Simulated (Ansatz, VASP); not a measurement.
# Sn in two plane-wave programs, part 2 of 3

Aim: how closely do two programs agree when they are given the same cell, functional and k mesh? The structure shown is the start of the Ansatz relaxation below; VASP solves that cell, so the two are compared at the walk's first step.

VASP 6.6.1 and Ansatz 0.2.0.

So far: The starting structure; Ansatz: relaxation, r2SCAN.

### 3. VASP: single point, r2SCAN, start cell

Level of this step: r2SCAN; plane waves and PAW (Sn_d) (VASP).

The same cell, functional, mesh and smearing now go to VASP, with its own data sets.

Lines of VASP's logs that name or quote its potential files are left out, and so is its time.

The input, INCAR:

```
SYSTEM = Sn
PREC = Accurate
ENCUT = 440
EDIFF = 1E-06
NELM = 120
ISMEAR = 0
SIGMA = 0.015
LREAL = .FALSE.
ALGO = Normal
METAGGA = R2SCAN
LASPH = .TRUE.
NBANDS = 20
LORBIT = 11
LWAVE = .FALSE.
LCHARG = .FALSE.
ISIF = 2
ISYM = 2
GGA_COMPAT = .FALSE.
EFERMI = MIDGAP
LMIXTAU = .TRUE.
KPAR = 2
```

The input, POSCAR:

```
Sn
1.0
    0.0331580000      3.3164550000      3.2691870000
    3.3164550000      0.0331580000      3.2691870000
    3.3496130000      3.3496130000      0.0000000000
Sn
2
Direct
    0.5007483512      0.5007483512      0.4991722366
    0.7492517253      0.7492517253      0.7508272391
```

The input, KPOINTS:

```
Points of the shifted mesh
1728
Reciprocal
 0.0416666667  0.0416666667  0.0416666667 1
 0.0416666667  0.0416666667  0.1250000000 1
 0.0416666667  0.0416666667  0.2083333333 1
 0.0416666667  0.0416666667  0.2916666667 1
 0.0416666667  0.0416666667  0.3750000000 1
 0.0416666667  0.0416666667  0.4583333333 1
 0.0416666667  0.0416666667  0.5416666667 1
 0.0416666667  0.0416666667  0.6250000000 1
 0.0416666667  0.0416666667  0.7083333333 1
 0.0416666667  0.0416666667  0.7916666667 1
 0.0416666667  0.0416666667  0.8750000000 1
 0.0416666667  0.0416666667  0.9583333333 1
 0.0416666667  0.1250000000  0.0416666667 1
 0.0416666667  0.1250000000  0.1250000000 1
 0.0416666667  0.1250000000  0.2083333333 1
 0.0416666667  0.1250000000  0.2916666667 1
 0.0416666667  0.1250000000  0.3750000000 1
 0.0416666667  0.1250000000  0.4583333333 1
 0.0416666667  0.1250000000  0.5416666667 1
 0.0416666667  0.1250000000  0.6250000000 1
 0.0416666667  0.1250000000  0.7083333333 1
 0.0416666667  0.1250000000  0.7916666667 1
 0.0416666667  0.1250000000  0.8750000000 1
 0.0416666667  0.1250000000  0.9583333333 1
 0.0416666667  0.2083333333  0.0416666667 1
 0.0416666667  0.2083333333  0.1250000000 1
 0.0416666667  0.2083333333  0.2083333333 1
 0.0416666667  0.2083333333  0.2916666667 1
 0.0416666667  0.2083333333  0.3750000000 1
 0.0416666667  0.2083333333  0.4583333333 1
 0.0416666667  0.2083333333  0.5416666667 1
 0.0416666667  0.2083333333  0.6250000000 1
 0.0416666667  0.2083333333  0.7083333333 1
 0.0416666667  0.2083333333  0.7916666667 1
 0.0416666667  0.2083333333  0.8750000000 1
 0.0416666667  0.2083333333  0.9583333333 1
 0.0416666667  0.2916666667  0.0416666667 1
 0.0416666667  0.2916666667  0.1250000000 1
 0.0416666667  0.2916666667  0.2083333333 1
 0.0416666667  0.2916666667  0.2916666667 1
 0.0416666667  0.2916666667  0.3750000000 1
 0.0416666667  0.2916666667  0.4583333333 1
 0.0416666667  0.2916666667  0.5416666667 1
 0.0416666667  0.2916666667  0.6250000000 1
 0.0416666667  0.2916666667  0.7083333333 1
 0.0416666667  0.2916666667  0.7916666667 1
 0.0416666667  0.2916666667  0.8750000000 1
 0.0416666667  0.2916666667  0.9583333333 1
 0.0416666667  0.3750000000  0.0416666667 1
 0.0416666667  0.3750000000  0.1250000000 1
 0.0416666667  0.3750000000  0.2083333333 1
 0.0416666667  0.3750000000  0.2916666667 1
 0.0416666667  0.3750000000  0.3750000000 1
 0.0416666667  0.3750000000  0.4583333333 1
 0.0416666667  0.3750000000  0.5416666667 1
 0.0416666667  0.3750000000  0.6250000000 1
 0.0416666667  0.3750000000  0.7083333333 1
 0.0416666667  0.3750000000  0.7916666667 1
 0.0416666667  0.3750000000  0.8750000000 1
 0.0416666667  0.3750000000  0.9583333333 1
 0.0416666667  0.4583333333  0.0416666667 1
 0.0416666667  0.4583333333  0.1250000000 1
 0.0416666667  0.4583333333  0.2083333333 1
 0.0416666667  0.4583333333  0.2916666667 1
 0.0416666667  0.4583333333  0.3750000000 1
 0.0416666667  0.4583333333  0.4583333333 1
 0.0416666667  0.4583333333  0.5416666667 1
 0.0416666667  0.4583333333  0.6250000000 1
 0.0416666667  0.4583333333  0.7083333333 1
 0.0416666667  0.4583333333  0.7916666667 1
 0.0416666667  0.4583333333  0.8750000000 1
 0.0416666667  0.4583333333  0.9583333333 1
 0.0416666667  0.5416666667  0.0416666667 1
 0.0416666667  0.5416666667  0.1250000000 1
 0.0416666667  0.5416666667  0.2083333333 1
 0.0416666667  0.5416666667  0.2916666667 1
 0.0416666667  0.5416666667  0.3750000000 1
 0.0416666667  0.5416666667  0.4583333333 1
 0.0416666667  0.5416666667  0.5416666667 1
 0.0416666667  0.5416666667  0.6250000000 1
 0.0416666667  0.5416666667  0.7083333333 1
 0.0416666667  0.5416666667  0.7916666667 1
 0.0416666667  0.5416666667  0.8750000000 1
 0.0416666667  0.5416666667  0.9583333333 1
 0.0416666667  0.6250000000  0.0416666667 1
 0.0416666667  0.6250000000  0.1250000000 1
 0.0416666667  0.6250000000  0.2083333333 1
 0.0416666667  0.6250000000  0.2916666667 1
 0.0416666667  0.6250000000  0.3750000000 1
 0.0416666667  0.6250000000  0.4583333333 1
 0.0416666667  0.6250000000  0.5416666667 1
 0.0416666667  0.6250000000  0.6250000000 1
 0.0416666667  0.6250000000  0.7083333333 1
 0.0416666667  0.6250000000  0.7916666667 1
 0.0416666667  0.6250000000  0.8750000000 1
 0.0416666667  0.6250000000  0.9583333333 1
 0.0416666667  0.7083333333  0.0416666667 1
 0.0416666667  0.7083333333  0.1250000000 1
 0.0416666667  0.7083333333  0.2083333333 1
 0.0416666667  0.7083333333  0.2916666667 1
 0.0416666667  0.7083333333  0.3750000000 1
 0.0416666667  0.7083333333  0.4583333333 1
 0.0416666667  0.7083333333  0.5416666667 1
 0.0416666667  0.7083333333  0.6250000000 1
 0.0416666667  0.7083333333  0.7083333333 1
 0.0416666667  0.7083333333  0.7916666667 1
 0.0416666667  0.7083333333  0.8750000000 1
 0.0416666667  0.7083333333  0.9583333333 1
 0.0416666667  0.7916666667  0.0416666667 1
 0.0416666667  0.7916666667  0.1250000000 1
 0.0416666667  0.7916666667  0.2083333333 1
 0.0416666667  0.7916666667  0.2916666667 1
[... 1390 lines left out ...]
 0.8750000000  0.4583333333  0.1250000000 1
 0.8750000000  0.4583333333  0.2083333333 1
 0.8750000000  0.4583333333  0.2916666667 1
 0.8750000000  0.4583333333  0.3750000000 1
 0.8750000000  0.4583333333  0.4583333333 1
 0.8750000000  0.4583333333  0.5416666667 1
 0.8750000000  0.4583333333  0.6250000000 1
 0.8750000000  0.4583333333  0.7083333333 1
 0.8750000000  0.4583333333  0.7916666667 1
 0.8750000000  0.4583333333  0.8750000000 1
 0.8750000000  0.4583333333  0.9583333333 1
 0.8750000000  0.5416666667  0.0416666667 1
 0.8750000000  0.5416666667  0.1250000000 1
 0.8750000000  0.5416666667  0.2083333333 1
 0.8750000000  0.5416666667  0.2916666667 1
 0.8750000000  0.5416666667  0.3750000000 1
 0.8750000000  0.5416666667  0.4583333333 1
 0.8750000000  0.5416666667  0.5416666667 1
 0.8750000000  0.5416666667  0.6250000000 1
 0.8750000000  0.5416666667  0.7083333333 1
 0.8750000000  0.5416666667  0.7916666667 1
 0.8750000000  0.5416666667  0.8750000000 1
 0.8750000000  0.5416666667  0.9583333333 1
 0.8750000000  0.6250000000  0.0416666667 1
 0.8750000000  0.6250000000  0.1250000000 1
 0.8750000000  0.6250000000  0.2083333333 1
 0.8750000000  0.6250000000  0.2916666667 1
 0.8750000000  0.6250000000  0.3750000000 1
 0.8750000000  0.6250000000  0.4583333333 1
 0.8750000000  0.6250000000  0.5416666667 1
 0.8750000000  0.6250000000  0.6250000000 1
 0.8750000000  0.6250000000  0.7083333333 1
 0.8750000000  0.6250000000  0.7916666667 1
 0.8750000000  0.6250000000  0.8750000000 1
 0.8750000000  0.6250000000  0.9583333333 1
 0.8750000000  0.7083333333  0.0416666667 1
 0.8750000000  0.7083333333  0.1250000000 1
 0.8750000000  0.7083333333  0.2083333333 1
 0.8750000000  0.7083333333  0.2916666667 1
 0.8750000000  0.7083333333  0.3750000000 1
 0.8750000000  0.7083333333  0.4583333333 1
 0.8750000000  0.7083333333  0.5416666667 1
 0.8750000000  0.7083333333  0.6250000000 1
 0.8750000000  0.7083333333  0.7083333333 1
 0.8750000000  0.7083333333  0.7916666667 1
 0.8750000000  0.7083333333  0.8750000000 1
 0.8750000000  0.7083333333  0.9583333333 1
 0.8750000000  0.7916666667  0.0416666667 1
 0.8750000000  0.7916666667  0.1250000000 1
 0.8750000000  0.7916666667  0.2083333333 1
 0.8750000000  0.7916666667  0.2916666667 1
 0.8750000000  0.7916666667  0.3750000000 1
 0.8750000000  0.7916666667  0.4583333333 1
 0.8750000000  0.7916666667  0.5416666667 1
 0.8750000000  0.7916666667  0.6250000000 1
 0.8750000000  0.7916666667  0.7083333333 1
 0.8750000000  0.7916666667  0.7916666667 1
 0.8750000000  0.7916666667  0.8750000000 1
 0.8750000000  0.7916666667  0.9583333333 1
 0.8750000000  0.8750000000  0.0416666667 1
 0.8750000000  0.8750000000  0.1250000000 1
 0.8750000000  0.8750000000  0.2083333333 1
 0.8750000000  0.8750000000  0.2916666667 1
 0.8750000000  0.8750000000  0.3750000000 1
 0.8750000000  0.8750000000  0.4583333333 1
 0.8750000000  0.8750000000  0.5416666667 1
 0.8750000000  0.8750000000  0.6250000000 1
 0.8750000000  0.8750000000  0.7083333333 1
 0.8750000000  0.8750000000  0.7916666667 1
 0.8750000000  0.8750000000  0.8750000000 1
 0.8750000000  0.8750000000  0.9583333333 1
 0.8750000000  0.9583333333  0.0416666667 1
 0.8750000000  0.9583333333  0.1250000000 1
 0.8750000000  0.9583333333  0.2083333333 1
 0.8750000000  0.9583333333  0.2916666667 1
 0.8750000000  0.9583333333  0.3750000000 1
 0.8750000000  0.9583333333  0.4583333333 1
 0.8750000000  0.9583333333  0.5416666667 1
 0.8750000000  0.9583333333  0.6250000000 1
 0.8750000000  0.9583333333  0.7083333333 1
 0.8750000000  0.9583333333  0.7916666667 1
 0.8750000000  0.9583333333  0.8750000000 1
 0.8750000000  0.9583333333  0.9583333333 1
 0.9583333333  0.0416666667  0.0416666667 1
 0.9583333333  0.0416666667  0.1250000000 1
 0.9583333333  0.0416666667  0.2083333333 1
 0.9583333333  0.0416666667  0.2916666667 1
 0.9583333333  0.0416666667  0.3750000000 1
 0.9583333333  0.0416666667  0.4583333333 1
 0.9583333333  0.0416666667  0.5416666667 1
 0.9583333333  0.0416666667  0.6250000000 1
 0.9583333333  0.0416666667  0.7083333333 1
 0.9583333333  0.0416666667  0.7916666667 1
 0.9583333333  0.0416666667  0.8750000000 1
 0.9583333333  0.0416666667  0.9583333333 1
 0.9583333333  0.1250000000  0.0416666667 1
 0.9583333333  0.1250000000  0.1250000000 1
 0.9583333333  0.1250000000  0.2083333333 1
 0.9583333333  0.1250000000  0.2916666667 1
 0.9583333333  0.1250000000  0.3750000000 1
 0.9583333333  0.1250000000  0.4583333333 1
 0.9583333333  0.1250000000  0.5416666667 1
 0.9583333333  0.1250000000  0.6250000000 1
 0.9583333333  0.1250000000  0.7083333333 1
 0.9583333333  0.1250000000  0.7916666667 1
 0.9583333333  0.1250000000  0.8750000000 1
 0.9583333333  0.1250000000  0.9583333333 1
 0.9583333333  0.2083333333  0.0416666667 1
 0.9583333333  0.2083333333  0.1250000000 1
 0.9583333333  0.2083333333  0.2083333333 1
 0.9583333333  0.2083333333  0.2916666667 1
 0.9583333333  0.2083333333  0.3750000000 1
 0.9583333333  0.2083333333  0.4583333333 1
 0.9583333333  0.2083333333  0.5416666667 1
 0.9583333333  0.2083333333  0.6250000000 1
 0.9583333333  0.2083333333  0.7083333333 1
 0.9583333333  0.2083333333  0.7916666667 1
 0.9583333333  0.2083333333  0.8750000000 1
 0.9583333333  0.2083333333  0.9583333333 1
 0.9583333333  0.2916666667  0.0416666667 1
 0.9583333333  0.2916666667  0.1250000000 1
 0.9583333333  0.2916666667  0.2083333333 1
 0.9583333333  0.2916666667  0.2916666667 1
 0.9583333333  0.2916666667  0.3750000000 1
 0.9583333333  0.2916666667  0.4583333333 1
 0.9583333333  0.2916666667  0.5416666667 1
 0.9583333333  0.2916666667  0.6250000000 1
 0.9583333333  0.2916666667  0.7083333333 1
 0.9583333333  0.2916666667  0.7916666667 1
 0.9583333333  0.2916666667  0.8750000000 1
 0.9583333333  0.2916666667  0.9583333333 1
 0.9583333333  0.3750000000  0.0416666667 1
 0.9583333333  0.3750000000  0.1250000000 1
 0.9583333333  0.3750000000  0.2083333333 1
 0.9583333333  0.3750000000  0.2916666667 1
 0.9583333333  0.3750000000  0.3750000000 1
 0.9583333333  0.3750000000  0.4583333333 1
 0.9583333333  0.3750000000  0.5416666667 1
 0.9583333333  0.3750000000  0.6250000000 1
 0.9583333333  0.3750000000  0.7083333333 1
 0.9583333333  0.3750000000  0.7916666667 1
 0.9583333333  0.3750000000  0.8750000000 1
 0.9583333333  0.3750000000  0.9583333333 1
 0.9583333333  0.4583333333  0.0416666667 1
 0.9583333333  0.4583333333  0.1250000000 1
 0.9583333333  0.4583333333  0.2083333333 1
 0.9583333333  0.4583333333  0.2916666667 1
 0.9583333333  0.4583333333  0.3750000000 1
 0.9583333333  0.4583333333  0.4583333333 1
 0.9583333333  0.4583333333  0.5416666667 1
 0.9583333333  0.4583333333  0.6250000000 1
 0.9583333333  0.4583333333  0.7083333333 1
 0.9583333333  0.4583333333  0.7916666667 1
 0.9583333333  0.4583333333  0.8750000000 1
 0.9583333333  0.4583333333  0.9583333333 1
 0.9583333333  0.5416666667  0.0416666667 1
 0.9583333333  0.5416666667  0.1250000000 1
 0.9583333333  0.5416666667  0.2083333333 1
 0.9583333333  0.5416666667  0.2916666667 1
 0.9583333333  0.5416666667  0.3750000000 1
 0.9583333333  0.5416666667  0.4583333333 1
 0.9583333333  0.5416666667  0.5416666667 1
 0.9583333333  0.5416666667  0.6250000000 1
 0.9583333333  0.5416666667  0.7083333333 1
 0.9583333333  0.5416666667  0.7916666667 1
 0.9583333333  0.5416666667  0.8750000000 1
 0.9583333333  0.5416666667  0.9583333333 1
 0.9583333333  0.6250000000  0.0416666667 1
 0.9583333333  0.6250000000  0.1250000000 1
 0.9583333333  0.6250000000  0.2083333333 1
 0.9583333333  0.6250000000  0.2916666667 1
 0.9583333333  0.6250000000  0.3750000000 1
 0.9583333333  0.6250000000  0.4583333333 1
 0.9583333333  0.6250000000  0.5416666667 1
 0.9583333333  0.6250000000  0.6250000000 1
 0.9583333333  0.6250000000  0.7083333333 1
 0.9583333333  0.6250000000  0.7916666667 1
 0.9583333333  0.6250000000  0.8750000000 1
 0.9583333333  0.6250000000  0.9583333333 1
 0.9583333333  0.7083333333  0.0416666667 1
 0.9583333333  0.7083333333  0.1250000000 1
 0.9583333333  0.7083333333  0.2083333333 1
 0.9583333333  0.7083333333  0.2916666667 1
 0.9583333333  0.7083333333  0.3750000000 1
 0.9583333333  0.7083333333  0.4583333333 1
 0.9583333333  0.7083333333  0.5416666667 1
 0.9583333333  0.7083333333  0.6250000000 1
 0.9583333333  0.7083333333  0.7083333333 1
 0.9583333333  0.7083333333  0.7916666667 1
 0.9583333333  0.7083333333  0.8750000000 1
 0.9583333333  0.7083333333  0.9583333333 1
 0.9583333333  0.7916666667  0.0416666667 1
 0.9583333333  0.7916666667  0.1250000000 1
 0.9583333333  0.7916666667  0.2083333333 1
 0.9583333333  0.7916666667  0.2916666667 1
 0.9583333333  0.7916666667  0.3750000000 1
 0.9583333333  0.7916666667  0.4583333333 1
 0.9583333333  0.7916666667  0.5416666667 1
 0.9583333333  0.7916666667  0.6250000000 1
 0.9583333333  0.7916666667  0.7083333333 1
 0.9583333333  0.7916666667  0.7916666667 1
 0.9583333333  0.7916666667  0.8750000000 1
 0.9583333333  0.7916666667  0.9583333333 1
 0.9583333333  0.8750000000  0.0416666667 1
 0.9583333333  0.8750000000  0.1250000000 1
 0.9583333333  0.8750000000  0.2083333333 1
 0.9583333333  0.8750000000  0.2916666667 1
 0.9583333333  0.8750000000  0.3750000000 1
 0.9583333333  0.8750000000  0.4583333333 1
 0.9583333333  0.8750000000  0.5416666667 1
 0.9583333333  0.8750000000  0.6250000000 1
 0.9583333333  0.8750000000  0.7083333333 1
 0.9583333333  0.8750000000  0.7916666667 1
 0.9583333333  0.8750000000  0.8750000000 1
 0.9583333333  0.8750000000  0.9583333333 1
 0.9583333333  0.9583333333  0.0416666667 1
 0.9583333333  0.9583333333  0.1250000000 1
 0.9583333333  0.9583333333  0.2083333333 1
 0.9583333333  0.9583333333  0.2916666667 1
 0.9583333333  0.9583333333  0.3750000000 1
 0.9583333333  0.9583333333  0.4583333333 1
 0.9583333333  0.9583333333  0.5416666667 1
 0.9583333333  0.9583333333  0.6250000000 1
 0.9583333333  0.9583333333  0.7083333333 1
 0.9583333333  0.9583333333  0.7916666667 1
 0.9583333333  0.9583333333  0.8750000000 1
 0.9583333333  0.9583333333  0.9583333333 1
```

Potentials, in the order of the species: Sn_d (PBE family, release 64).

Run with:

```sh
> mpirun -np 2 vasp_std
```

Log:

```text
[banner, memory and clock lines left out]
running    2 mpi-ranks, on    1 nodes
 distrk:  each k-point on    1 cores,    2 groups
 distr:  one band on    1 cores,    1 groups

 POSCAR found type information on POSCAR Sn
 POSCAR found :  1 types and       2 ions
|                                                                             |
|               ----> ADVICE to this user running VASP <----                  |
|                                                                             |
|     You enforced a specific xc type in the INCAR file but a different       |
|     [... a line on the potential file left out ...]
|     I HOPE YOU KNOW WHAT YOU ARE DOING!                                     |
|                                                                             |

 LDA part: xc-table for (None), standard interpolation
 POSCAR, INCAR and KPOINTS ok, starting setup
 FFT: planning ... GRIDC
 FFT: planning ... GRID_SOFT
 FFT: planning ... GRID
 WAVECAR not read
 entering main loop
       N       E                     dE             d eps       ncg     rms          rms(c)
DAV:   1     0.172777615148E+03    0.17278E+03   -0.14258E+04 69640   0.187E+03
DAV:   2    -0.306843988863E+02   -0.20346E+03   -0.19983E+03 69348   0.423E+02
DAV:   3    -0.529709505685E+02   -0.22287E+02   -0.22170E+02 79100   0.141E+02
DAV:   4    -0.536878381890E+02   -0.71689E+00   -0.71661E+00 78240   0.289E+01
DAV:   5    -0.537152370638E+02   -0.27399E-01   -0.27398E-01 98856   0.534E+00    0.460E+00
DAV:   6    -0.496712292473E+02    0.40440E+01   -0.13308E+00 73488   0.194E+01    0.222E+00
DAV:   7    -0.489649188238E+02    0.70631E+00   -0.45436E-01 71168   0.780E+00    0.840E-01
DAV:   8    -0.495746892073E+02   -0.60977E+00   -0.36037E-01 69224   0.527E+00    0.405E-01
DAV:   9    -0.494780538651E+02    0.96635E-01   -0.25466E-02 77104   0.134E+00    0.260E-01
DAV:  10    -0.494768832648E+02    0.11706E-02   -0.44398E-03 71444   0.621E-01    0.224E-01
DAV:  11    -0.494799708503E+02   -0.30876E-02   -0.43121E-03 72140   0.696E-01    0.380E-02
DAV:  12    -0.494870389714E+02   -0.70681E-02   -0.30243E-03 69580   0.553E-01    0.245E-02
DAV:  13    -0.494878092903E+02   -0.77032E-03   -0.15985E-04 80760   0.110E-01    0.149E-02
DAV:  14    -0.494888541336E+02   -0.10448E-02   -0.27325E-04 69684   0.159E-01    0.548E-03
DAV:  15    -0.494889525371E+02   -0.98403E-04   -0.56964E-05 70856   0.656E-02    0.283E-03
DAV:  16    -0.494889491514E+02    0.33857E-05   -0.66330E-06 59832   0.256E-02    0.154E-03
DAV:  17    -0.494889556990E+02   -0.65477E-05   -0.33252E-06 57352   0.182E-02    0.153E-03
DAV:  18    -0.494889560079E+02   -0.30886E-06   -0.25063E-07 49508   0.618E-03
   1 F= -.49488956E+02 E0= -.49488956E+02  d E =-.228127E-13
```

(Continued in part 3 of 3.)

[Lines on the potential files, build, host, timing and source positions are cut from VASP's logs without a mark.]

[Logs are printed without paths, hosts, clocks, repeated set-up lines and the standing remarks that a program may print on its own settings, such as how far it seeks lower states.]

[Hosts, paths, dates, database ids (printed as entryN), source tags and the programs' standing remarks are cut or masked in the printed files.]
